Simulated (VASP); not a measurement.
Level of theory: PBE GGA, VASP's PBE PAW potentials (set 64) (plane waves; VASP).

VASP input:

**INCAR**
```
LCHARG=F
GGA=PE   ! PBE
LMAXMIX=4
ENCUT=300   ! plane-wave cut-off (eV)
ISMEAR=0
LWAVE=F
LREAL=F   ! projection in real space or not
ALGO=Normal   ! blocked Davidson
SIGMA=0.01
EDIFF=1E-6   ! SCF stop (eV)
PREC=Accurate
SYSTEM=KBr
ISIF=2   ! forces and stress, cell fixed
LASPH=T   ! aspherical one-centre terms
NELM=100   ! most electronic steps
```

File KPOINTS:
```
Automatic mesh
0
Gamma
10 10 10
0 0 0
```

### POSCAR
```
KBr
1.0
  0.0000000000   3.2988230000   3.2988230000
  3.2988230000   0.0000000000   3.2988230000
  3.2988230000   3.2988230000   0.0000000000
K Br
1 1
direct
  0.0000000000   0.0000000000   0.0000000000
  0.5000000000   0.5000000000   0.5000000000
```

POTCAR, in this order: K_sv Br (PBE.64 set). Program: vasp_std.

The resulting files:

OSZICAR:
```
       N       E                     dE             d eps       ncg     rms          rms(c)
DAV:   1     0.748761484271E+02    0.74876E+02   -0.52528E+03  1128   0.769E+02
DAV:   2    -0.209635700164E+01   -0.76973E+02   -0.73299E+02  1448   0.214E+02
DAV:   3    -0.622962056403E+01   -0.41333E+01   -0.41174E+01  1468   0.479E+01
DAV:   4    -0.638602602739E+01   -0.15641E+00   -0.15625E+00  1912   0.829E+00
DAV:   5    -0.638704849883E+01   -0.10225E-02   -0.10225E-02  1472   0.727E-01    0.327E+00
DAV:   6    -0.621460226032E+01    0.17245E+00   -0.28227E-01  1360   0.273E+00    0.238E+00
DAV:   7    -0.620343495707E+01    0.11167E-01   -0.13691E-01  1428   0.210E+00    0.107E+00
DAV:   8    -0.621264582135E+01   -0.92109E-02   -0.14860E-02  1460   0.965E-01    0.122E-01
DAV:   9    -0.621331667436E+01   -0.67085E-03   -0.70683E-04  1480   0.176E-01    0.813E-02
DAV:  10    -0.621377085461E+01   -0.45418E-03   -0.53186E-04  1292   0.156E-01    0.170E-02
DAV:  11    -0.621377661426E+01   -0.57596E-05   -0.18828E-05  1600   0.259E-02    0.424E-03
DAV:  12    -0.621377932181E+01   -0.27075E-05   -0.32918E-06  1348   0.138E-02    0.473E-03
DAV:  13    -0.621377938228E+01   -0.60475E-07   -0.34192E-07  1080   0.344E-03
   1 F= -.62137794E+01 E0= -.62137794E+01  d E =-.321585E-97
```

OUTCAR:
```
------------------------ aborting loop because EDIFF is reached ----------------------------------------
  FORCE on cell =-STRESS in cart. coord.  units (eV):
  Direction    XX          YY          ZZ          XY          YZ          ZX
  --------------------------------------------------------------------------------------
  Total        0.2888142      0.2888142      0.2888142      0.0000000      0.0000000      0.0000000
  in kB        6.4449867      6.4449867      6.4449867      0.0000000      0.0000000      0.0000000
  external PRESSURE =       6.4449867 kB  Pullay stress =       0.0000000 kB
  volume of cell :       71.80
      direct lattice vectors                 reciprocal lattice vectors
     0.000000000  3.298823000  3.298823000    -0.151569211  0.151569211  0.151569211
     3.298823000  0.000000000  3.298823000     0.151569211 -0.151569211  0.151569211
     3.298823000  3.298823000  0.000000000     0.151569211  0.151569211 -0.151569211
  FREE ENERGIE OF THE ION-ELECTRON SYSTEM (eV)
  ---------------------------------------------------
  free  energy   TOTEN  =        -6.2137793823 eV

  energy  without entropy=       -6.2137793823  energy(sigma->0) =       -6.21377938
```
(Selected blocks of OUTCAR.)

At this cut-off the stress carries a Pulay error, which pulls relaxed volumes low.

The structure comes from a computed database's KBr entry; how it stands against other phases isn't given here. The cell was not relaxed at this level. The run is one of a series of settings (KPOINTS 10×10×10 Γ-centred mesh against the base run), some of them coarse on purpose.
